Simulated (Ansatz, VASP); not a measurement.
## Cross-check of BiBrO between VASP and Ansatz

Wanted: the spread between two codes on one cell, functional and k mesh.

Method: plane waves, with VASP 6.6.1 beside it; single point at LDA, in Ansatz 0.2.0.

The database entry behind the starting cell differs from later determinations by our own check (0.1 to 0.3 % short, probably kX units), so it need not match the best structure at ambient conditions.

**1. The structure**

It takes space group P4/nmm (No. 129, tetragonal). Conventional cell: a = 3.916 Å, b = 3.916 Å, c = 8.077 Å, α = 90.00°, β = 90.00°, γ = 90.00°. Nearest to Bi lie 4 O at 2.32 Å and 4 Br at 3.17 Å. Br has 4 Bi at 3.17 Å nearest. Nearest to O lie 4 Bi at 2.32 Å. Farther neighbours and most contacts between anions are not listed.

Structure file:

```xyz
6
Lattice="3.9160 0.0000 0.0000 0.0000 3.9160 0.0000 0.0000 0.0000 8.0770" Properties=species:S:1:pos:R:3 pbc="T T T"
Bi    0.0000    1.9580    1.2505
Bi    1.9580    0.0000    6.8265
Br    0.0000    1.9580    5.2884
Br    1.9580    0.0000    2.7886
O     0.0000    0.0000    0.0000
O     1.9580    1.9580    0.0000
```

**2. VASP: single point, LDA**

A single point gives forces, pressure and levels at one fixed geometry, so differences don't come from the geometry; what else differs is listed under the comparison.

Lines of VASP's logs that name or quote its potential files are left out, and so is its time.

Contents of INCAR:

```
SYSTEM = BiBrO
PREC = Accurate
ENCUT = 520
EDIFF = 1E-07
NELM = 100
ISMEAR = 0
SIGMA = 0.01
LREAL = .FALSE.
ALGO = Normal
GGA = CA
NBANDS = 34
LORBIT = 11
LWAVE = .FALSE.
LCHARG = .FALSE.
KPAR = 2
```

Contents of POSCAR:

```
BiBrO
1.0
    3.9160000000      0.0000000000      0.0000000000
    0.0000000000      3.9160000000      0.0000000000
    0.0000000000      0.0000000000      8.0770000000
Bi Br O
2 2 2
Direct
    0.0000000000      0.5000000000      0.1548275957
    0.5000000000      0.0000000000      0.8451724043
    0.0000000000      0.5000000000      0.6547517051
    0.5000000000      0.0000000000      0.3452482949
    0.0000000000      0.0000000000      0.0000000000
    0.5000000000      0.5000000000      0.0000000000
```

Contents of KPOINTS:

```
Automatic mesh
0
Gamma
6 6 3
0 0 0
```

The projector-augmented-wave data sets are Bi_d, Br and O (PBE family, release 64).

Run with:

```console
$ mpirun -np 2 vasp_std
```

Numbers of over 12 decimals in the logs are rounded to 6 here.

What it wrote:

```text
[banner, memory and clock lines left out]
running    2 mpi-ranks, on    1 nodes
 distrk:  each k-point on    1 cores,    2 groups
 distr:  one band on    1 cores,    1 groups

 POSCAR found type information on POSCAR BiBrO
 POSCAR found :  3 types and       6 ions
|                                                                             |
|               ----> ADVICE to this user running VASP <----                  |
|                                                                             |
|     You enforced a specific xc type in the INCAR file but a different       |
|     [... a line on the potential file left out ...]
|     I HOPE YOU KNOW WHAT YOU ARE DOING!                                     |
|                                                                             |

 LDA part: xc-table for (Slater(with rela. corr.)+CA(PZ))
 , standard interpolation
 POSCAR, INCAR and KPOINTS ok, starting setup
 FFT: planning ... GRIDC
 FFT: planning ... GRID_SOFT
 FFT: planning ... GRID
 WAVECAR not read
 entering main loop
       N       E                     dE             d eps       ncg     rms          rms(c)
DAV:   1     0.634274741614E+03    0.63427E+03   -0.27676E+04  1360   0.183E+03
DAV:   2     0.572900824332E+02   -0.57698E+03   -0.56193E+03  1456   0.484E+02
DAV:   3    -0.315657877626E+02   -0.88856E+02   -0.86874E+02  1664   0.194E+02
DAV:   4    -0.359339267695E+02   -0.43681E+01   -0.43317E+01  1566   0.449E+01
DAV:   5    -0.360839413282E+02   -0.15001E+00   -0.14963E+00  1870   0.856E+00    0.118E+01
DAV:   6    -0.322712795434E+02    0.38127E+01   -0.15695E+01  2072   0.443E+01    0.516E+00
DAV:   7    -0.321022269368E+02    0.16905E+00   -0.33025E+00  1502   0.102E+01    0.314E+00
DAV:   8    -0.320829640344E+02    0.19263E-01   -0.73087E-01  1546   0.434E+00    0.115E+00
DAV:   9    -0.320645190582E+02    0.18445E-01   -0.68832E-02  2044   0.217E+00    0.483E-01
DAV:  10    -0.320632558722E+02    0.12632E-02   -0.18409E-02  1624   0.106E+00    0.916E-02
DAV:  11    -0.320633215429E+02   -0.65671E-04   -0.11111E-03  1580   0.211E-01    0.473E-02
DAV:  12    -0.320633397545E+02   -0.18212E-04   -0.20347E-04  1518   0.879E-02    0.249E-02
DAV:  13    -0.320633303019E+02    0.94525E-05   -0.71810E-05  1896   0.543E-02    0.807E-03
DAV:  14    -0.320633297228E+02    0.57918E-06   -0.83364E-06  1684   0.210E-02    0.160E-03
DAV:  15    -0.320633297735E+02   -0.50693E-07   -0.78488E-07  1454   0.468E-03
   1 F= -.32063330E+02 E0= -.32063330E+02  d E =-.165530E-65
```

From OUTCAR (step 2):

```text
ion  position               nearest neighbor table
   1  0.000  0.500  0.155-   5 2.32   6 2.32   5 2.32   6 2.32   4 3.17   4 3.17   4 3.17   4 3.17
                             2 3.73   2 3.73   2 3.73   2 3.73
   2  0.500  0.000  0.845-   5 2.32   6 2.32   6 2.32   5 2.32   3 3.17   3 3.17   3 3.17   3 3.17
                             1 3.73   1 3.73   1 3.73   1 3.73
   3  0.000  0.500  0.655-   2 3.17   2 3.17   2 3.17   2 3.17
   4  0.500  0.000  0.345-   1 3.17   1 3.17   1 3.17   1 3.17
   5  0.000  0.000  0.000-   1 2.32   2 2.32   1 2.32   2 2.32
   6  0.500  0.500  0.000-   1 2.32   2 2.32   2 2.32   1 2.32

  LATTYP: Found a simple tetragonal cell.
 ALAT       =     3.9160000000
 C/A-ratio  =     2.0625638407

 Subroutine GETGRP returns: Found 16 space group operations
 (whereof  8 operations were pure point group operations)

The static configuration has the point symmetry D_2d.
 The point group associated with its full space group is D_4h.

 Found     20 irreducible k-points:

   k-points           NKPTS =     20   k-points in BZ     NKDIM =     20   number of bands    NBANDS=     34

   dimension x,y,z NGX =    30 NGY =   30 NGZ =   60
   dimension x,y,z NGXF=    60 NGYF=   60 NGZF=  120

   ENCUT  =  520.0 eV  38.22 Ry    6.18 a.u.   7.28  7.28 15.02*2*pi/ulx,y,z

   NELECT =      56.0000    total number of electrons

 k-points in reciprocal lattice and weights: Automatic mesh
   0.00000000  0.00000000  0.00000000       0.009
   0.16666667  0.00000000  0.00000000       0.037
   0.33333333  0.00000000  0.00000000       0.037
   0.50000000  0.00000000  0.00000000       0.019
   0.16666667  0.16666667  0.00000000       0.037
   0.33333333  0.16666667  0.00000000       0.074
   0.50000000  0.16666667  0.00000000       0.037
   0.33333333  0.33333333  0.00000000       0.037
   0.50000000  0.33333333  0.00000000       0.037
[...]
0.50000000  0.33333333  0.33333333       0.074
   0.50000000  0.50000000  0.33333333       0.019

 average (electrostatic) potential at core
       1-105.8293       2-105.8293       3 -59.8757       4 -59.8757       5 -69.9369
       6 -69.9369

 E-fermi :   4.0398

 k-point     1 :       0.0000    0.0000    0.0000
  band No.  band energies     occupation
    ...
     24       2.8970      2.00000
     25       2.8970      2.00000
     26       3.1373      2.00000
     27       3.1373      2.00000
     28       3.2553      2.00000
     29       6.2382      0.00000
     30       7.1219      0.00000
     31       8.8314      0.00000
     32       8.8314      0.00000
     33      10.5003      0.00000
    ...

 k-point     2 :       0.1667    0.0000    0.0000
  band No.  band energies     occupation
    ...
     24       2.9866      2.00000
     25       3.2104      2.00000
     26       3.2598      2.00000
     27       3.5636      2.00000
     28       3.5755      2.00000
     29       7.1075      0.00000
     30       7.5729      0.00000
     31       8.3163      0.00000
     32       8.6960      0.00000
     33       9.6353      0.00000
    ...

 k-point     3 :       0.3333    0.0000    0.0000
  band No.  band energies     occupation
    ...
     24       3.2056      2.00000
     25       3.3708      2.00000
     26       3.4162      2.00000
     27       3.6685      2.00000
     28       3.9008      2.00000
     29       7.9064      0.00000
     30       8.5021      0.00000
     31       8.5592      0.00000
     32       8.6199      0.00000
     33       8.7773      0.00000
    ...

  Total       -1.8667316     -1.8667316     -1.4829851      0.0000000     -0.0000000      0.0000000
  in kB      -24.1466569    -24.1466569    -19.1827963      0.0000000     -0.0000000      0.0000000
  external PRESSURE =     -22.4920367 kB  Pullay stress =       0.0000000 kB

  energy-cutoff  :      520.00
  volume of cell :      123.86
      direct lattice vectors                 reciprocal lattice vectors
     3.916000000  0.000000000  0.000000000     0.255362615  0.000000000  0.000000000
     0.000000000  3.916000000  0.000000000     0.000000000  0.255362615  0.000000000
     0.000000000  0.000000000  8.077000000     0.000000000  0.000000000  0.123808345

 POSITION                                       TOTAL-FORCE (eV/Angst)
 -----------------------------------------------------------------------------------
      0.00000      1.95800      1.25054        -0.000000     -0.000000     -0.114018
      1.95800      0.00000      6.82646         0.000000     -0.000000      0.114018
      0.00000      1.95800      5.28843        -0.000000     -0.000000      0.104873
      1.95800      0.00000      2.78857        -0.000000      0.000000     -0.104873
      0.00000      0.00000      0.00000        -0.000000      0.000000      0.000000
      1.95800      1.95800      0.00000        -0.000000     -0.000000      0.000000
 -----------------------------------------------------------------------------------
    total drift:                                0.000000      0.000000      0.000000

  FREE ENERGIE OF THE ION-ELECTRON SYSTEM (eV)
  ---------------------------------------------------
  free  energy   TOTEN  =       -32.0633297735 eV

  energy  without entropy=      -32.0633297735  energy(sigma->0) =      -32.06332977

 total charge
# of ion       s       p       d       tot
------------------------------------------
    1        1.641   0.870  10.019  12.530
    2        1.641   0.870  10.019  12.530
    3        1.608   3.200   0.012   4.820
    4        1.608   3.200   0.012   4.820
    5        1.565   3.387   0.000   4.952
    6        1.565   3.387   0.000   4.952
--------------------------------------------------
tot          9.627  14.915  20.063  44.605

[... 3 further parts left out ...]
```

The run ends at a pressure of -2.25 GPa, with forces up to 0.11 eV/Å.

**3. Ansatz: single point, LDA**

Ansatz runs on its default PAW (the set named soft_2) files.

The same cell, functional (in two slightly different forms), mesh and smearing now go to Ansatz, which takes its cutoff from its data sets.

Contents of input.yaml:

```yaml
crystal:
  lattice:
    - [3.916, 0.0, 0.0]
    - [0.0, 3.916, 0.0]
    - [0.0, 0.0, 8.077]
  atoms:
    - { symbol: Bi, position: [0.0, 0.5, 0.1548275957] }
    - { symbol: Bi, position: [0.5, 0.0, 0.8451724043] }
    - { symbol: Br, position: [0.0, 0.5, 0.6547517051] }
    - { symbol: Br, position: [0.5, 0.0, 0.3452482949] }
    - { symbol: O, position: [0.0, 0.0, 0.0] }
    - { symbol: O, position: [0.5, 0.5, 0.0] }
hamiltonian:
  xc: lda
  pseudopotentials: { kind: paw }
kpoints:
  mp_grid: { grid: [6, 6, 3] }
scf:
  occupations: { method: gaussian, width: 0.01 }
  n_extra_bands: 5
output:
  forces: true
  stress: true
  eigenvalues: true
```

Run with:

```console
$ ansatz run input.yaml --threads 4 --pin off --max-ram 9216MiB --backend cpu --events-out ev --progress --plain --runs-dir out
```

What it wrote:

```text
scf.n_extra_bands = 5 over 28 filled bands (N_el = 56.0): the run solves 33 bands
Engine: ansatz 0.2.0, aarch64-unknown-linux-gnu
Pseudopotentials: kind: paw
Pseudopotential: Bi, paw, valence charge 15, recommended cutoff 420 eV (normal), Bi.paw.azcp
Pseudopotential: Br, paw, valence charge 7, recommended cutoff 420 eV (normal), Br.paw.azcp
Pseudopotential: O, paw, valence charge 6, recommended cutoff 420 eV (normal), O.paw.azcp
Functional definition: SPW92
  exchange = slater_x
  correlation = pw_c
Crystal: 6 atoms, lattice volume = 123.861 Å³
Basis set: ecut = 420 eV, 2419 PW (Γ)
Bands: 33, of which v1, the nominal top of the filled ones, is band 28 counted from 1 (27 counted from 0)
Symmetry: 16 space group operations
Space group: P4/nmm (ITA 129), of the structure as read, at distance tolerance 5.0e-5 Å
k-points: 20 of 108
Non-local potential: Bi, projectors of the file, l = 0: 2, l = 1: 2, l = 2: 2, l = 3: 2
Non-local potential: Br, projectors of the file, l = 0: 2, l = 1: 2, l = 2: 2
Non-local potential: O, projectors of the file, l = 0: 2, l = 1: 2, l = 2: 1
PAW form: soft (Blöchl's): semilocal exchange-correlation on the pseudo side does not see the compensation charge
PAW frozen core: Bi, regenerated for the run's functional, and the local potential with it (the file was generated under x = pbe(κ = 0.804, μ = 0.219515), c = pbe(β = 0.066725))
PAW frozen core: Br, regenerated for the run's functional, and the local potential with it (the file was generated under x = pbe(κ = 0.804, μ = 0.219515), c = pbe(β = 0.066725))
PAW frozen core: O, regenerated for the run's functional, and the local potential with it (the file was generated under x = pbe(κ = 0.804, μ = 0.219515), c = pbe(β = 0.066725))
PAW one-centre angular grid: Bi, 590 points (default); XC on 64 Gauss nodes
PAW one-centre angular grid: Br, 110 points (default); XC on 64 Gauss nodes
PAW one-centre angular grid: O, 110 points (default); XC on 64 Gauss nodes
Initial density: superposition of atomic densities (neutral atoms: chi_scale 0, normalization atom), corrected by the library's trained network
Initial wavefunctions: pseudopotential atomic-orbital guess
Functional: x = slater, c = lda
SCF iter   1: F=—  HF=-30671.936860 eV  |F-HF|=—  |Δ(HF+E_count)|=         —  Δρ=1.13e-2  dr2=1.48e-1  ethr=1.77e-3  ⟨swp⟩=7.5  Hψ=3134  notcnv=0
preconditioner: auto → Resta (q_TF=auto, 2.390 Å⁻¹)  ε∞=3.4  [insulator: Δε(μ)=2.040 eV  Ē_g=16.058 eV  σ=0.010 eV  W_gap=1.00  n_scr=30 (ndim 8)  ℏωp=25.0 eV  f_vac=0.002  D(μ)=0.00/eV (n_scr^D=0)  ε∞_Penn≈3.4]
SCF iter   2: F=—  HF=-30671.907084 eV  |F-HF|=—  |Δ(HF+E_count)|=   2.98e-2  Δρ=3.90e-3  dr2=1.94e-2  ethr=2.64e-4  ⟨swp⟩=2.0  Hψ=1106  notcnv=0  defer=20
SCF iter   3: F=—  HF=-30671.902373 eV  |F-HF|=—  |Δ(HF+E_count)|=   4.71e-3  Δρ=9.64e-4  dr2=1.20e-3  ethr=3.46e-5  ⟨swp⟩=2.2  Hψ=985  notcnv=0  defer=20
SCF iter   4: F=—  HF=-30671.902047 eV  |F-HF|=—  |Δ(HF+E_count)|=   3.26e-4  Δρ=1.07e-4  dr2=2.07e-5  ethr=2.14e-6  ⟨swp⟩=2.7  Hψ=1073  notcnv=0  defer=20
SCF iter   5: F=—  HF=-30671.902046 eV  |F-HF|=—  |Δ(HF+E_count)|=   1.45e-6  Δρ=3.35e-5  dr2=1.67e-6  ethr=3.70e-8  ⟨swp⟩=3.1  Hψ=1243  notcnv=0  defer=20
SCF iter   6: F=-30671.902045 eV  HF=-30671.902045 eV  |F-HF|=4.55e-8  |Δ(HF+E_count)|=   9.88e-8  Δρ=6.83e-6  dr2=8.23e-8  ethr=1.79e-10  ⟨swp⟩=9.8  Hψ=3913  notcnv=0
SCF 1 converged in 6 iterations: F = -30671.902045 eV  dr2 = 8.23e-8
  greatest PAW one-centre occupation: 0.991 electrons in one spin orbital (limit 2), on the Bi atom at site 1 (counted from 0), in its partial waves of l = 2
SCF converged after 6 iterations
Free energy (F): -30671.902045 eV
Harris-Foulkes:  -30671.902045 eV  (|F-HF|=4.55e-8)
Internal energy: -30671.902045 eV  (E = F + TS)
E sigma→0 (E₀):  -30671.902045 eV
Fermi energy:    8.284631 eV
--- Per-component energies (eV) ---
  E_band       = -238.832434
  E_kinetic    = 1219.202139
  E_local      = -5450.907294  (includes V_loc(G=0)·N_el)
  E_nonlocal   = 1379.466651
  E_hartree    = 1989.288134
  E_xc         = -970.789499
  E_vxc        = -688.196608  (∫ρ·V_xc dr)
  E_paw        = -25321.014881  (= ΣΔE_a)
  E_vpaw       = -676.963810  (= ΣTr[D̂ρ^β])
  E_aug_tail   = 0.003946  (compensation charges beyond the density's cutoff)
  E_ewald      = -3517.748337
  E_core_change = 0.597096  (= ΣΔE_core)
  E_smearing   = -0.000000  (= −TS)
  E_closure    = -0.000000  (closes the sum)
  Σ components = -30671.902045   (vs F -30671.902045, Δ=0.00e0)
--- Forces (eV/Å), atoms counted from 1 ---
  atom   1  Bi     0.00000000     0.00000000    -0.20727552
  atom   2  Bi    -0.00000000     0.00000000     0.20727552
  atom   3  Br    -0.00000000     0.00000000     0.12053614
  atom   4  Br     0.00000000     0.00000000    -0.12053614
  atom   5  O      0.00000000     0.00000000    -0.00000000
  atom   6  O     -0.00000000     0.00000000     0.00000000
  max |Σ_I F_I| component: 4.16e-17 eV/Å
--- Stress (GPa, compression-positive) ---
       -2.829068       0.000000      -0.000000
        0.000000      -2.829068      -0.000000
       -0.000000      -0.000000      -2.238189
  P = ⅓ Tr σ = -2.6321 GPa (-26.321 kbar)
--- Band table (eV; the first three rows and the last of 20) ---
  k-point 0: bands = [... 24 lower, 6.2106, 6.4506, 6.4506, 6.5654, 9.5440, 10.4311, 12.1318, 12.1318, ... 1 higher]
  k-point 1: bands = [... 24 lower, 6.2698, 6.7091, 6.7091, 6.9716, 9.3542, 9.8744, 12.0015, 12.0015, ... 1 higher]
  k-point 2: bands = [... 24 lower, 6.5230, 6.5571, 6.8689, 6.8868, 10.4124, 10.8820, 11.6156, 11.9974, ... 1 higher]
  k-point 19: bands = [... 24 lower, 6.2254, 6.2254, 6.2815, 6.2815, 11.0528, 11.0528, 12.4295, 12.4295, ... 1 higher]
```

The job ended after 1.2 s (4 threads of Arm Neoverse V2, shared host; peak memory 0.44 GiB; 4.3 s of CPU time).

In the SCF lines HF is the Harris–Foulkes energy and dr2 the Hartree energy of the density residual, in eV; the loop may stop once dr2 is under the threshold and the program's other checks hold. Hψ counts applications of the Hamiltonian.

The run ends at a pressure of -2.63 GPa, with forces up to 0.21 eV/Å.

**4. Differences**

Known differences besides the potentials themselves: the two LDA forms differ slightly; the cutoff is 420 eV in Ansatz and 520 eV in VASP; Ansatz makes its cores anew for this functional, VASP keeps those of its PBE data sets; VASP's log shows a relativistic correction to its local exchange, Ansatz's none. Total energies have different zeros and are not compared.

Both answers:

```
                                        quantity  Ansatz   VASP  difference
                                  pressure (GPa)   -2.63  -2.25       -0.38
pressure without Ansatz's Pulay correction (GPa)   -2.93  -2.25       -0.68
                          gap on the k mesh (eV)   2.139  2.125      +0.014
```

Forces (eV/Å; atoms numbered as in POSCAR):

```
atom        Ansatz x, y, z          VASP x, y, z
 Bi1  0.000, 0.000, -0.207  0.000, 0.000, -0.114
 Bi2   0.000, 0.000, 0.207   0.000, 0.000, 0.114
 Br3   0.000, 0.000, 0.121   0.000, 0.000, 0.105
 Br4  0.000, 0.000, -0.121  0.000, 0.000, -0.105
  O5   0.000, 0.000, 0.000   0.000, 0.000, 0.000
  O6   0.000, 0.000, 0.000   0.000, 0.000, 0.000
```

The forces differ by 32 meV/Å r.m.s., which is 61.0 % of the r.m.s. force of 0.05 eV/Å (both taken over all components). A gap on the mesh is an upper bound, since the band edges may lie between its points; neither run holds spin-orbit coupling, which can move the band edges of a compound of Bi. Ansatz's pressure holds a Pulay correction of 0.30 GPa; VASP's holds none.

**5. Other set-ups**

Further runs change the set-up of one program: Ansatz's method, potentials or start, or VASP's data sets, cutoff or form of LDA. The table gives Ansatz less VASP for each quantity, since a change that brings one quantity closer may part another.

```
                                        run  r.m.s. force difference (meV/Å)  pressure (GPa)  gap on the k mesh (eV)  pressure without Ansatz's Pulay correction (GPa)
                                   as above                               32           -0.38                   0.014                                             -0.68
                       cores kept as stored                               31           -0.35                   0.011                                             -0.63
          Ansatz's all-electron LAPW method                               31           -0.37                   0.015                                                  
    Ansatz's larger PAW set (cutoff 900 eV)                               30           -0.35                   0.022                                                  
norm-conserving potentials (cutoff 1143 eV)                               42           -0.57                   0.018
```

**6. Results**

| Item | Value |
| --- | --- |
| r.m.s. force difference (single point, LDA) | 32 meV/Å |

The r.m.s. force difference is 32 meV/Å (single point, LDA), beyond the 12 meV/Å picked in this series as the mark of a large difference. Single point, LDA, Ansatz's larger PAW set (cutoff 900 eV): the difference in gap on the k mesh goes from 0.014 to 0.022 eV. Single point, LDA, norm-conserving potentials (cutoff 1143 eV): r.m.s. force difference goes from 32 to 42 meV/Å; the difference in pressure goes from -0.38 to -0.57 GPa; the difference in gap on the k mesh goes from 0.014 to 0.018 eV. 1 further run of this series is not shown here. How closely two codes agree says nothing of how well the functional describes the real material.

[Lines on the potential files, build, host, timing and source positions are cut from VASP's logs without a mark.]

[Logs are printed without paths, hosts, clocks, repeated set-up lines and the standing remarks that a program may print on its own settings, such as how far it seeks lower states.]

[Hosts, paths, dates, database ids (printed as entryN), source tags and the programs' standing remarks are cut or masked in the printed files.]
